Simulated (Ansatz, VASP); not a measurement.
# Cross-check of C (Diamond) between VASP and Ansatz, part 2 of 2

Wanted: the spread between two codes on one cell, functional and k mesh. The cell is taken from a series of runs on this material, whose earlier steps may have relaxed, scaled, displaced or heated it; both programs get it as it stands.

VASP 6.6.1 and Ansatz 0.2.0.

So far: Starting point; VASP: zone-centre phonons, PBE, pair 1.

## Step 3: Ansatz: zone-centre phonons, PBE, pair 1

Level of this step: Ansatz beside VASP: Kohn-Sham DFT, plane waves, PBE (Ansatz).

Ansatz runs on its PAW soft_1 files.

The same cell, functional and mesh now go to Ansatz, which takes its cutoff from its data sets.

File input.yaml:

```yaml
crystal:
  lattice:
    - [0.0, 1.8093148246, 1.8093148246]
    - [1.8093148246, 0.0, 1.8093148246]
    - [1.8093148246, 1.8093148246, 0.0]
  atoms:
    - { symbol: C, position: [0.5, 0.5, 0.5] }
    - { symbol: C, position: [0.75, 0.75, 0.75] }
kpoints:
  mp_grid: { grid: [12, 12, 12] }
hamiltonian:
  xc: pbe
  pseudopotentials: { kind: paw, azcp: { folder: soft_1 } }
scf:
  occupations: { method: fixed }
output:
  eigenvalues: true
phonons:
  method: dfpt
  dielectric: true
  rigid_motions: translations
```

Run with:

```
ansatz run input.yaml --threads 4 --pin off --max-ram 10240MiB --backend cpu --events-out ev --progress --plain --runs-dir out
```

Numbers of over 12 decimals in the logs are rounded to 6 here.

The log of the run:

```text
Engine: ansatz 0.2.0, x86_64-unknown-linux-gnu
Pseudopotentials: kind: paw
Pseudopotential: C, paw, valence charge 4, recommended cutoff 420 eV (normal), soft_1/C.paw.azcp
Functional definition: PBE
  parameter kappa = 0.804
  parameter beta = 0.066725
  exchange = pbe_x(kappa = kappa, mu = beta*pi^2/3)
  correlation = pbe_c(beta = beta)
Crystal: 2 atoms, lattice volume = 11.846 Å³
Basis set: ecut = 420 eV, 259 PW (Γ), exchange–correlation on 40×40×40 points (8 copies of the dense FFT grid, shifted against one another)
Bands: 8, of which v1, the nominal top of the filled ones, is band 4 counted from 1 (3 counted from 0)
Symmetry: 48 space group operations
k-points: 280 of 1728 (irreducible under 4 space group operations, time reversal used)
Non-local potential: C, projectors of the file, l = 0: 2, l = 1: 2, l = 2: 1
PAW form: soft (Blöchl's): semilocal exchange-correlation on the pseudo side does not see the compensation charge
PAW one-centre angular grid: C, 110 points (default); XC on 64 Gauss nodes
Initial density: superposition of atomic densities (chi_scale 0.1, normalization cell)
Initial wavefunctions: pseudopotential atomic-orbital guess
Functional: x = pbe(κ = 0.804, μ = 0.219515), c = pbe(β = 0.066725)
SCF iter   1: F=—  HF=-502.075974 eV  |F-HF|=—  |Δ(HF+E_count)|=         —  Δρ=1.29e-1  dr2=1.40e0  ethr=3.10e-3  ⟨swp⟩=3.9  Hψ=12825  notcnv=0  defer=470
preconditioner: auto → none  [insulator: Δε(μ)=4.648 eV  Ē_g=18.974 eV  n_scr=0 (ndim 8)  ℏωp=30.5 eV  f_vac=0.000  ε∞_Penn≈3.6]
SCF iter   2: F=—  HF=-501.636126 eV  |F-HF|=—  |Δ(HF+E_count)|=   4.40e-1  Δρ=5.24e-2  dr2=2.00e-1  ethr=3.10e-3  ⟨swp⟩=2.9  Hψ=6114  notcnv=0  defer=442
SCF iter   3: F=—  HF=-501.591166 eV  |F-HF|=—  |Δ(HF+E_count)|=   4.50e-2  Δρ=5.70e-3  dr2=1.26e-3  ethr=2.50e-3  ⟨swp⟩=3.0  Hψ=3998  notcnv=0  defer=482
SCF iter   4: F=—  HF=-501.591629 eV  |F-HF|=—  |Δ(HF+E_count)|=   4.62e-4  Δρ=2.44e-4  dr2=2.81e-6  ethr=1.58e-5  ⟨swp⟩=2.9  Hψ=3464  notcnv=0  defer=549
SCF iter   5: F=—  HF=-501.591631 eV  |F-HF|=—  |Δ(HF+E_count)|=   2.62e-6  Δρ=3.56e-5  dr2=3.69e-8  ethr=3.51e-8  ⟨swp⟩=2.0  Hψ=3352  notcnv=0  defer=115
SCF iter   6: F=—  HF=-501.591631 eV  |F-HF|=—  |Δ(HF+E_count)|=   1.85e-7  Δρ=3.60e-6  dr2=5.53e-10  ethr=4.61e-10  ⟨swp⟩=2.1  Hψ=3278  notcnv=0  defer=12
SCF iter   7: F=-501.591631 eV  HF=-501.591631 eV  |F-HF|=2.73e-12  |Δ(HF+E_count)|=  7.54e-11  Δρ=4.79e-7  dr2=1.07e-11  ethr=1.25e-12  ⟨swp⟩=6.6  Hψ=11369  notcnv=0
SCF 1 converged in 7 iterations: F = -501.591631 eV  dr2 = 1.07e-11
  greatest PAW one-centre occupation: 0.640 electrons in one spin orbital (limit 2), on the C atom at site 1 (counted from 0), in its partial waves of l = 0
NSCF: frozen V_eff on 1 k-points
DFPT response loops at Γ: preconditioner auto → none (the input reference at scf.mixing.eps_inf says where Resta's filter doesn't serve); β = 0.50; Broyden in place of MSR1
── the response to a field inside a basis, on 12×12×12 k-points: an SCF that follows is theirs, and a resumed run solves both again ──
Bands: 5, of which v1, the nominal top of the filled ones, is band 4 counted from 1 (3 counted from 0)
k-points: 182 of 1728 (irreducible under 12 space group operations)
Initial density: handed on by an earlier stage of this run
Initial wavefunctions: pseudopotential atomic-orbital guess (no wavefunctions were taken with the density)
Eigensolver: Dense (182 Hₖ)
SCF iter   1: F=—  HF=-501.593621 eV  |F-HF|=—  |Δ(HF+E_count)|=         —  Δρ=4.17e-4  dr2=2.65e-6  ethr=1.00e-1
preconditioner: auto → none  [insulator: Δε(μ)=4.259 eV  Ē_g=15.564 eV  n_scr=0 (ndim 8)  ℏωp=30.5 eV  f_vac=0.000  ε∞_Penn≈4.8]
SCF iter   2: F=—  HF=-501.593625 eV  |F-HF|=—  |Δ(HF+E_count)|=   3.96e-6  Δρ=2.11e-4  dr2=6.46e-7  ethr=3.31e-8
SCF iter   3: F=-501.593626 eV  HF=-501.593626 eV  |F-HF|=2.64e-9  |Δ(HF+E_count)|=   1.51e-6  Δρ=8.53e-6  dr2=1.40e-9  ethr=8.07e-9
SCF 1 converged in 3 iterations: F = -501.593626 eV  dr2 = 1.40e-9
DFPT response loops at Γ: mixed as the last ones told, above
SCF converged after 7 iterations
Free energy (F): -501.591631 eV
Harris-Foulkes:  -501.591631 eV  (|F-HF|=2.73e-12)
Internal energy: -501.591631 eV  (E = F + TS)
E sigma→0 (E₀):  -501.591631 eV
Fermi energy:    12.574281 eV
--- Per-component energies (eV) ---
  E_band       = 30.865677
  E_kinetic    = 176.861850
  E_local      = -113.750477  (includes V_loc(G=0)·N_el)
  E_nonlocal   = 45.521242
  E_hartree    = 27.084977
  E_xc         = -94.681036
  E_vxc        = -116.875808  (∫ρ·V_xc dr)
  E_paw        = -199.656485  (= ΣΔE_a)
  E_vpaw       = -15.061106  (= ΣTr[D̂ρ^β])
  E_aug_tail   = 0.000040  (compensation charges beyond the density's cutoff)
  E_ewald      = -342.971742
  E_smearing   = -0.000000  (= −TS)
  E_closure    = 0.000000  (closes the sum)
  Σ components = -501.591631   (vs F -501.591631, Δ=0.00e0)
--- Band table (eV; the first three rows and the last of 280) ---
  k-point 0: bands = ["-8.3369", "12.5743", "12.5743", "12.5743", "18.0492", "18.0492", "18.0492", "24.8552"]
  k-point 1: bands = ["-8.1502", "11.3906", "12.2674", "12.2674", "18.4514", "18.4514", "18.7107", "25.0534"]
  k-point 2: bands = ["-7.5925", "8.9369", "11.5965", "11.5965", "19.3312", "19.3312", "19.6847", "25.6325"]
  k-point 279: bands = ["0.8299", "0.8299", "4.6158", "4.6158", "23.0004", "23.0004", "24.3172", "24.3172"]
--- Phonons (Γ-DFPT): 1 representative perturbation + reference, on 280 of 1728 k-points (Σ response iterations 3) ---
  k mesh reduced under 4 symmetry operations, with k and −k counted as one. Each operation leaves every solved perturbation unchanged. A smaller set is not considered because the run solves the response to a homogeneous field
  ASR residual: 1.513e-5 → 0.000e0 eV/Å²; symmetrization residual: 9.180e-14 eV/Å²
  ASR residual per site (eV/Å²): 1.51e-5 1.51e-5
  Γ frequencies (cm⁻¹): 0.00 0.00 0.00 1239.47 1239.47 1239.47
  ε∞ (high-frequency dielectric tensor):
        5.916511    -0.000000     0.000000
       -0.000000     5.916511    -0.000000
        0.000000    -0.000000     5.916511
  ε⁰ (static dielectric tensor: ions relaxed, cell fixed):
        5.916511    -0.000000     0.000000
       -0.000000     5.916511    -0.000000
        0.000000    -0.000000     5.916511
  ε⁰ − ε∞ (ionic part):
        0.000000    -0.000000    -0.000000
       -0.000000     0.000000     0.000000
       -0.000000     0.000000     0.000000
  softest optical mode at Γ: 1239.47 cm⁻¹; the repairs (sum rule, projections) moved no ω² at Γ by more than (0.59 cm⁻¹)²
  Born effective charges Z* (e; rows j = field, columns β = displacement):
    site 0:
        -0.00000   -0.00000    0.00000
         0.00000    0.00000    0.00000
         0.00000    0.00000    0.00000
    site 1:
         0.00000    0.00000   -0.00000
        -0.00000   -0.00000   -0.00000
        -0.00000   -0.00000   -0.00000
  Z* charge neutrality: 6.814e-4 e pre-enforcement
  solved inside a basis spanned on kpoints, on 12×12×12 k-points, its susceptibility summed on 16×16×16: ε∞ is read to err by 1.6e-2, Z* by 4.5e-3 e (field_mesh: kpoints solves on kpoints)
  optical modes at Γ without the LO–TO term, one row a degenerate level:
      ω (cm⁻¹)  modes    IR ((D/Å)²/amu)
       1239.47      3             0.0000
  optical modes at Γ + LO–TO along q̂ = [1.0000, 0.0000, 0.0000]:
      ω (cm⁻¹)  modes    IR ((D/Å)²/amu)
       1239.47      3             0.0000
  optical modes at Γ + LO–TO along q̂ = [0.0000, 1.0000, 0.0000]:
      ω (cm⁻¹)  modes    IR ((D/Å)²/amu)
       1239.47      3             0.0000
  optical modes at Γ + LO–TO along q̂ = [0.0000, 0.0000, 1.0000]:
      ω (cm⁻¹)  modes    IR ((D/Å)²/amu)
       1239.47      3             0.0000
```

## Step 4: Side by side

Known differences besides the potentials themselves: fixed occupations in Ansatz, narrow Gaussian smearing in VASP; VASP's response is taken on the typed mesh, Ansatz refines its own for the field response alone; the cutoff is 420 eV in Ansatz and 600 eV in VASP. Total energies have different zeros and are not compared.

Compared:

```csv
quantity,Ansatz,VASP,difference
ε∞ xx,5.92,5.92,-0.09 %
ε∞ yy,5.92,5.92,-0.09 %
ε∞ zz,5.92,5.92,-0.09 %
Born charge of C1 (mean of the diagonal) (e),0.00,0.00,0.00
optical mode 1 to 3 (cm⁻¹),1239.5,1243.8,-0.35 %
```

Modes are paired by rising frequency, not by their patterns, so a pair may set unlike modes beside each other; they are those without the splitting of longitudinal modes.

## Step 5: Ansatz: zone-centre phonons, PBE, pair 2

Second derivatives magnify differences that forces hide, and they need a tight electronic threshold. The cell compared in this pair holds 12.07 Å³, against 11.85 Å³ for the pair before.

The cell is taken from a series of runs on this material, whose earlier steps may have relaxed, scaled, displaced or heated it; both programs get it as it stands.

input.yaml, the sections that differ from step 3:

```yaml
crystal:
  lattice:
    - [0.0, 1.8208394335, 1.8208394335]
    - [1.8208394335, 0.0, 1.8208394335]
    - [1.8208394335, 1.8208394335, 0.0]
  atoms:
    - { symbol: C, position: [0.5, 0.5, 0.5] }
    - { symbol: C, position: [0.75, 0.75, 0.75] }
# kpoints, hamiltonian, scf, output, phonons: as in step 3
```

The log of the run:

```text
[...]
Crystal: 2 atoms, lattice volume = 12.074 Å³
Basis set: ecut = 420 eV, 259 PW (Γ), exchange–correlation on 40×40×40 points (8 copies of the dense FFT grid, shifted against one another)
Bands: 8, of which v1, the nominal top of the filled ones, is band 4 counted from 1 (3 counted from 0)
Symmetry: 48 space group operations
k-points: 280 of 1728 (irreducible under 4 space group operations, time reversal used)
[...]
ω (cm⁻¹)  modes    IR ((D/Å)²/amu)
       1216.04      3             0.0000
  optical modes at Γ + LO–TO along q̂ = [1.0000, 0.0000, 0.0000]:
      ω (cm⁻¹)  modes    IR ((D/Å)²/amu)
       1216.04      3             0.0000
  optical modes at Γ + LO–TO along q̂ = [0.0000, 1.0000, 0.0000]:
      ω (cm⁻¹)  modes    IR ((D/Å)²/amu)
       1216.04      3             0.0000
  optical modes at Γ + LO–TO along q̂ = [0.0000, 0.0000, 1.0000]:
      ω (cm⁻¹)  modes    IR ((D/Å)²/amu)
       1216.04      3             0.0000
[key lines of the parts left out:]
SCF converged after 7 iterations
Free energy (F): -501.564286 eV
Fermi energy:    12.243894 eV
```

## Step 6: VASP: zone-centre phonons, PBE, pair 2

The same cell, functional and mesh now go to VASP, with its own data sets.

File INCAR:

```
SYSTEM = C
PREC = Accurate
ENCUT = 600
EDIFF = 1E-08
NELM = 120
ISMEAR = 0
SIGMA = 0.01
LREAL = .FALSE.
ALGO = Normal
GGA = PE
NBANDS = 10
LORBIT = 11
LWAVE = .FALSE.
LCHARG = .FALSE.
ISIF = 2
IBRION = 8
LEPSILON = .TRUE.
LASPH = .TRUE.
GGA_COMPAT = .FALSE.
EFERMI = MIDGAP
KPAR = 2
```

File POSCAR:

```
C
1.0
    0.0000000000      1.8208394335      1.8208394335
    1.8208394335      0.0000000000      1.8208394335
    1.8208394335      1.8208394335      0.0000000000
C
2
Direct
    0.5000000000      0.5000000000      0.5000000000
    0.7500000000      0.7500000000      0.7500000000
```

File KPOINTS:

```
Automatic mesh
0
Gamma
12 12 12
0 0 0
```

The projector-augmented-wave data sets are C (PBE family, release 64).

Run with:

```
mpirun -np 2 vasp_std
```

The log of the run:

```text
[... set-up lines as in an earlier step ...]
 entering main loop
       N       E                     dE             d eps       ncg     rms          rms(c)
DAV:   1     0.355174978183E+01    0.35517E+01   -0.51180E+03  1520   0.850E+02
DAV:   2    -0.181988572269E+02   -0.21751E+02   -0.20804E+02  2042   0.134E+02
DAV:   3    -0.186644885202E+02   -0.46563E+00   -0.46441E+00  1688   0.156E+01
DAV:   4    -0.186655385261E+02   -0.10500E-02   -0.10500E-02  1608   0.889E-01
[...]
DAV:  11    -0.181421916814E+02    0.14550E-08   -0.20844E-07  1816   0.438E-03    0.633E-04
DAV:  12    -0.181421916220E+02    0.59447E-07   -0.21378E-08  1582   0.154E-03    0.242E-04
DAV:  13    -0.181421916187E+02    0.32962E-08   -0.75621E-10   820   0.242E-04
   1 F= -.18142192E+02 E0= -.18142192E+02  d E =0.000000E+00
 Linear response reoptimize wavefunctions to high precision
DAV:   1    -0.181421916219E+02   -0.31696E-08   -0.49517E-11   968   0.756E-05
DAV:   2    -0.181421916219E+02   -0.25011E-10   -0.17156E-12   744   0.153E-05
 Linear response G [H, r] |phi>, progress :
  Direction:   1
[...]
RMM:   9    -0.178972635093E+00   -0.15676E-07   -0.21857E-12  4386   0.874E-05    0.190E-06
 change of polarisation eV/A/(eV/A) component  3 :     0.014     0.069     0.331
 dielectric tensor                  component  3 :     0.209     1.028     5.957
 Linear response DOF=           1
 Linear response progress:
  Degree of freedom:   1/  1
       N       E                     dE             d eps       ncg     rms          rms(c)
RMM:   1    -0.117568938108E+00   -0.11757E+00   -0.58974E-03 13370   0.204E+00
RMM:   2    -0.109761961015E+00    0.78070E-02   -0.37575E-03  8515   0.389E-01    0.161E-01
RMM:   3    -0.109840348094E+00   -0.78387E-04   -0.25622E-04  8502   0.891E-02    0.906E-02
RMM:   4    -0.110500457546E+00   -0.66011E-03   -0.27198E-04  8369   0.932E-02    0.131E-02
[...]
RMM:   9    -0.110415776418E+00    0.13744E-06    0.12966E-08  9597   0.267E-05    0.388E-06
RMM:  10    -0.110415787596E+00   -0.11177E-07    0.31948E-09  8699   0.123E-05    0.210E-07
RMM:  11    -0.110415789253E+00   -0.16575E-08    0.48788E-09  6233   0.706E-06    0.872E-08
 first order change of Fermi-energy  -0.48316E+01
 force on displaced ion       1 direction 1 : -32.882  -0.000  -0.000
 Born effective charge ion    1 direction 1 :   0.000   0.000   0.000
 Born effective charges drift removed
 Linear response finished
```

OUTCAR, selected parts (step 6):

```text
  Total       -1.7153401     -1.7153401     -1.7153401     -0.0000000     -0.0000000     -0.0000000
  in kB     -227.6228575   -227.6228575   -227.6228575     -0.0000000     -0.0000000     -0.0000000
  external PRESSURE =    -227.6228575 kB  Pullay stress =       0.0000000 kB

 POSITION                                       TOTAL-FORCE (eV/Angst)
 -----------------------------------------------------------------------------------
      1.82084      1.82084      1.82084         0.000000      0.000000      0.000000
      2.73126      2.73126      2.73126        -0.000000     -0.000000     -0.000000
 -----------------------------------------------------------------------------------
    total drift:                                0.000000      0.000000      0.000000

 MACROSCOPIC STATIC DIELECTRIC TENSOR (including local field effects in DFT)
 ------------------------------------------------------
           5.956793     0.000000    -0.000000
           0.000000     5.956793    -0.000000
           0.000000     0.000000     5.956793
 ------------------------------------------------------

 MACROSCOPIC STATIC DIELECTRIC TENSOR IONIC CONTRIBUTION
 ------------------------------------------------------
           0.000000     0.000000     0.000000
           0.000000     0.000000    -0.000000
           0.000000    -0.000000     0.000000
 ------------------------------------------------------

[... 1 part as in an earlier step ...]

[... 1 further part left out ...]
```

## Step 7: Comparison

Compared:

```csv
quantity,Ansatz,VASP,difference
ε∞ xx,5.95,5.96,-0.09 %
ε∞ yy,5.95,5.96,-0.09 %
ε∞ zz,5.95,5.96,-0.09 %
Born charge of C1 (mean of the diagonal) (e),0.00,0.00,0.00
optical mode 1 to 3 (cm⁻¹),1216.0,1220.2,-0.34 %
```

Modes are paired by rising frequency, not by their patterns, so a pair may set unlike modes beside each other; they are those without the splitting of longitudinal modes.

## Step 8: Summary of results

| Item | Value |
| --- | --- |
| r.m.s. difference of the optical zone-centre modes, each program's sorted by frequency (zone-centre phonons, PBE, pair 1) | 4.3 cm⁻¹ |
| r.m.s. difference of the optical zone-centre modes, each program's sorted by frequency (zone-centre phonons, PBE, pair 2) | 4.2 cm⁻¹ |

The r.m.s. difference of the optical zone-centre modes, each program's sorted by frequency is 4.3 cm⁻¹ (zone-centre phonons, PBE, pair 1). How closely two codes agree says nothing of how well the functional describes the real material.

[Lines on the potential files, build, host, timing and source positions are cut from VASP's logs without a mark.]

[Logs are printed without paths, hosts, clocks, repeated set-up lines and the standing remarks that a program may print on its own settings, such as how far it seeks lower states.]

[Hosts, paths, dates, database ids (printed as entryN), source tags and the programs' standing remarks are cut or masked in the printed files.]
